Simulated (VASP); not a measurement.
# Ca3ZrN3 (P-3m1) in VASP: further runs

The runs below take Ca3ZrN3 through relaxation of cell and atoms, with PBE.

All numbers are computed with VASP 6.6.1; they aren't measurements. Logs are shortened: lines on timing, memory, paths and dates and some standing lists are left out, and cuts for length are marked.

## 1. The crystal as given

The structure is trigonal, space group P-3m1 (No. 164). Conventional cell: a = 4.306 Å, b = 4.306 Å, c = 7.945 Å, α = 90.00°, β = 90.00°, γ = 120.00°. Ca (site symmetry 3m) has 3 Ca at 2.73 Å and 3 N at 3.11 Å as nearest neighbours. Ca (site symmetry -3m) has 6 Ca at 2.73 Å as nearest neighbours. Zr (site symmetry -3m) is surrounded by 6 N at 2.15 Å. N (site symmetry 2/m) has 2 Zr at 2.15 Å and 4 N at 2.15 Å as nearest neighbours.

The cell was built by a generator and needn't be a form met in nature.

## 2. Relaxation of cell and atoms, PBE

INCAR

```
SYSTEM = Ca3ZrN3
PREC = Normal ; ENCUT = 520
EDIFF = 1E-4 ; ISMEAR = 0
SIGMA = 0.15 ; LREAL = .False.
LASPH = .True. ; NELM = 60
ALGO = Fast ; ISIF = 3
LWAVE = .False. ; LCHARG = .False.
GGA = PE ; IBRION = 2
NSW = 24 ; EDIFFG = -0.08
KPAR = 4
```

KPOINTS

```
regular mesh
0
Gamma
  4 4 2
  0 0 0
```

POSCAR

```
Ca3ZrN3
1.0
    4.3055077600      0.0000000000      0.0000000000
   -2.1527538800      3.7286791000      0.0000000000
    0.0000000000      0.0000000000      7.9449860000
Ca Zr N
3 1 3
Direct
    0.3333333300      0.6666666700      0.3589485800
    0.6666666700      0.3333333300      0.6410514200
    0.0000000000      0.0000000000      0.5000000000
    0.0000000000      0.0000000000      0.0000000000
    0.5000000000      0.0000000000      0.0000000000
    0.0000000000      0.5000000000      0.0000000000
    0.5000000000      0.5000000000      0.0000000000
```

Potentials or basis: VASP PAW PBE potentials, release 64 (Ca_sv, Zr_sv, N).

Run with:

```bash
$ cat potpaw_PBE.64/Ca_sv/POTCAR potpaw_PBE.64/Zr_sv/POTCAR potpaw_PBE.64/N/POTCAR > POTCAR
$ mpirun -np 4 vasp_std > vasp.out
```

OUTCAR:

```text
SYSTEM = Ca3ZrN3
   PREC = Normal
   ENCUT = 520
   EDIFF = 1E-4
   ISMEAR = 0
   LREAL = .False.
   LASPH = .True.
   NELM = 60
   ISIF = 3
   GGA = PE
   IBRION = 2
   NSW = 24
   EDIFFG = -0.08

 ion  position               nearest neighbor table
   1  0.333  0.667  0.359-   3 2.73   3 2.73   3 2.73
   2  0.667  0.333  0.641-   3 2.73   3 2.73   3 2.73
   3  0.000  0.000  0.500-   1 2.73   2 2.73   2 2.73   1 2.73   2 2.73   1 2.73
   4  0.000  0.000  0.000-   5 2.15   5 2.15   7 2.15   6 2.15   6 2.15   7 2.15
   5  0.500  0.000  0.000-   4 2.15   4 2.15
   6  0.000  0.500  0.000-   4 2.15   4 2.15
   7  0.500  0.500  0.000-   4 2.15   4 2.15

  LATTYP: Found a hexagonal cell.
 ALAT       =     4.3055077600
 C/A-ratio  =     1.8453075555

  Lattice vectors:

 A1 = (   4.3055077600,   0.0000000000,   0.0000000000)
 A2 = (  -2.1527538800,   3.7286791000,   0.0000000000)
 A3 = (   0.0000000000,   0.0000000000,   7.9449860000)

Analysis of symmetry for initial positions (statically):
=====================================================================
 Subroutine PRICEL returns:
 Original cell was already a primitive cell.

 Routine SETGRP: Setting up the symmetry group for a
 hexagonal supercell.

 Subroutine GETGRP returns: Found 12 space group operations
 (whereof 12 operations were pure point group operations)
 out of a pool of 24 trial point group operations.

The static configuration has the point symmetry D_3d.

Analysis of symmetry for dynamics (positions and initial velocities):
=====================================================================
 Subroutine PRICEL returns:
 Original cell was already a primitive cell.

 Routine SETGRP: Setting up the symmetry group for a
 hexagonal supercell.

 Subroutine GETGRP returns: Found 12 space group operations
 (whereof 12 operations were pure point group operations)
 out of a pool of 24 trial point group operations.

The dynamic configuration has the point symmetry D_3d.

 Subroutine INISYM returns: Found 12 space group operations
 (whereof 12 operations are pure point group operations),
 and found     1 'primitive' translations

----------------------------------------------------------------------------------------

                                     Primitive cell

  volume of cell :     127.5477

  direct lattice vectors                    reciprocal lattice vectors
     4.305507760  0.000000000  0.000000000     0.232260643  0.134095745  0.000000000
    -2.152753880  3.728679100  0.000000000     0.000000000  0.268191489  0.000000000
[... 98 lines left out ...]
     AMIX_MAG =   1.60;   BMIX_MAG =  1.00
  volume/ion in A,a.u.               =      18.22       122.96
  Fermi-wavevector in a.u.,A,eV,Ry     =   1.251629  2.365236 21.314548  1.566575
  Thomas-Fermi vector in A             =   2.385567
   LORBIT       =      0    0 simple, 1 ext, 2 COOP (PROOUT), +10 PAW based schemes
   GGA     = PE    functional components
   LHFCALC =     F    Hartree Fock is set to
   AEXX    =    0.0000 exact exchange contribution
   IVDW    =     0    specifies the selected vdW correction
   LEPSILON=     F    determine dielectric tensor
   LRPA    =     F    only Hartree local field effects (RPA)
 conjugate gradient relaxation of ions
 non-spin polarized calculation
 RMM-DIIS sequential band-by-band and
 Gauss-broadening in eV      SIGMA  =   0.15
  energy-cutoff  :      520.00
  volume of cell :      127.55
 maximum number of plane-waves:      3446
   NGX = 17   NGY = 17   NGZ = 29

--------------------------------------- Ionic step        1  -------------------------------------------

 number of electron      57.0000024 magnetization

 Free energy of the ion-electron system (eV)
  ---------------------------------------------------
  ext. energy  EPLUGINS =         0.00000000
  ---------------------------------------------------
  free energy    TOTEN  =       -31.16188153 eV

  energy without entropy =      -31.07166062  energy(sigma->0) =      -31.11677107

------------------------ aborting loop because EDIFF is reached ----------------------------------------

  FORCE on cell =-STRESS in cart. coord.  units (eV):
  Direction    XX          YY          ZZ          XY          YZ          ZX
  --------------------------------------------------------------------------------------
  -------------------------------------------------------------------------------------
  Total       12.0651091     12.0651091      1.1890267      0.0000000      0.0000000     -0.0000000
  in kB      151.5546665    151.5546668     14.9358400      0.0000000      0.0000000     -0.0000000
  external PRESSURE =     106.0150577 kB  Pullay stress =       0.0000000 kB
[... 104 lines left out ...]
  FREE ENERGIE OF THE ION-ELECTRON SYSTEM (eV)
  ---------------------------------------------------
  free  energy   TOTEN  =       -34.1383311515 eV

  energy  without entropy=      -34.0553190080  energy(sigma->0) =      -34.09682508

 E-fermi :   3.7343     XC(G=0):  -9.1097

 val. band max:        3.6894454888   @ k =   0.2500   0.0000   0.0000
 cond. band min:       3.8586720901   @ k =   0.2500   0.2500   0.0000
 fundamental gap:      0.1692266013
 Fermi energy:         3.7343459958

 k-point     1 :       0.0000    0.0000    0.0000
  band No.  band energies     occupation
      1     -44.6011      2.00000
      2     -38.5330      2.00000
      3     -36.8553      2.00000
      4     -36.8551      2.00000
      5     -22.8549      2.00000
      6     -22.7169      2.00000
[... 285 lines left out ...]
     33       5.1453      0.00000
     34       5.9402      0.00000

[... ionic steps 4 to 15 ...]

--------------------------------------- Ionic step       16  -------------------------------------------

 number of electron      56.9999968 magnetization

------------------------ aborting loop because EDIFF is reached ----------------------------------------
[... 77 lines left out ...]
--------------------------------------- Ionic step       18  -------------------------------------------

 number of electron      56.9999965 magnetization

 Free energy of the ion-electron system (eV)
  ---------------------------------------------------
  ext. energy  EPLUGINS =         0.00000000
  ---------------------------------------------------
  free energy    TOTEN  =       -38.46308325 eV

  energy without entropy =      -38.44196895  energy(sigma->0) =      -38.45252610

 E-fermi :   3.2190     XC(G=0):  -8.6537

 val. band max:        2.9694058564   @ k =   0.2500   0.2500   0.0000
 cond. band min:       3.2487814922   @ k =   0.5000   0.0000   0.0000
 fundamental gap:      0.2793756358
 Fermi energy:         3.2190013723

 k-point     1 :       0.0000    0.0000    0.0000
  band No.  band energies     occupation
      1     -45.3937      2.00000
      2     -39.4455      2.00000
      3     -37.4678      2.00000
      4     -37.4672      2.00000
      5     -23.6422      2.00000
      6     -23.4820      2.00000
[... 319 lines left out ...]
  FREE ENERGIE OF THE ION-ELECTRON SYSTEM (eV)
  ---------------------------------------------------
  free  energy   TOTEN  =       -38.4630832506 eV

  energy  without entropy=      -38.4419689535  energy(sigma->0) =      -38.45252610

 reached required accuracy - stopping structural energy minimisation
```

It took 68 s on 4 MPI ranks of Intel Xeon 6975P-C (Granite Rapids), shared host; peak memory 0.19 GiB.

Results:

- Free energy: -38.4631 eV
- Relaxed volume: 23.91 Å³/atom
- Relaxed cell: a = 4.469 Å, b = 4.469 Å, c = 9.674 Å, α = 90.00°, β = 90.00°, γ = 120.00°
- Space group after relaxing (to 0.05 Å): P-3m1 (No. 164)
- Energy gained by relaxing: 1043.0 meV/atom
- Ionic steps: 18
- Pressure after relaxing: 0.1 GPa
- Largest force after relaxing: 0.029 eV/Å
- Band gap on the k mesh: none (metal or under the smearing width)

Forces on the atoms (eV/Å):
```
Ca   0.000  0.000  0.029
Ca   0.000  0.000 -0.029
Ca   0.000  0.000  0.000
Zr   0.000  0.000  0.000
N    0.000  0.000  0.000
N    0.000  0.000  0.000
N    0.000  0.000  0.000
```

Step by step:
| step | energy change (eV) | largest force (eV/Å) | pressure (GPa) | volume (Å³) |
| --- | --- | --- | --- | --- |
| 1 | 0.0000 | 5.1493 | 10.60 | 127.55 |
| 2 | -2.6489 | 3.8202 | -4.86 | 150.87 |
| 3 | -2.9764 | 3.4275 | -9.45 | 166.14 |
| 4 | -5.4112 | 2.2517 | -5.83 | 154.94 |
| 5 | -5.9094 | 0.5357 | 1.87 | 146.99 |
| 6 | -5.9585 | 0.5267 | -0.88 | 149.20 |
| 7 | -5.9641 | 0.2802 | -0.31 | 148.65 |
| 8 | -6.4465 | 0.1711 | 1.62 | 146.75 |
| 9 | -6.6365 | 0.0969 | 8.77 | 141.48 |
| 10 | -6.6972 | 0.1226 | 6.41 | 143.00 |
| 11 | -6.9744 | 0.6375 | 3.09 | 150.83 |
| 12 | -7.0712 | 1.3027 | -0.48 | 161.51 |
| 13 | -7.0776 | 1.1951 | 0.25 | 159.07 |
| 14 | -7.1619 | 1.0106 | -0.29 | 161.84 |
| 15 | -7.2679 | 0.4638 | -1.52 | 168.70 |
| 16 | -7.2722 | 0.3606 | -1.68 | 170.24 |
| 17 | -7.2932 | 0.2464 | 1.05 | 165.89 |
| 18 | -7.3012 | 0.0290 | 0.07 | 167.34 |

Final structure:
```
Ca Zr N
1.0
     4.46918    0.00000    0.00000
    -2.23459    3.87042    0.00000
     0.00000    0.00000    9.67445
Ca Zr N
3 1 3
Direct
  0.33333 0.66667 0.20673
  0.66667 0.33333 0.79327
  0.00000 0.00000 0.50000
  0.00000 0.00000 0.00000
  0.50000 0.00000 0.00000
  0.00000 0.50000 0.00000
  0.50000 0.50000 0.00000
```

Caveat: the k mesh is coarse (spacing up to 0.42 Å⁻¹), so the values aren't converged; the volume moved by over 15 % at a fixed basis, so the end points are rough; the relaxation stopped at a loose force limit of 0.08 eV/Å, so its end isn't a converged minimum.

[end of part 1 of 2]
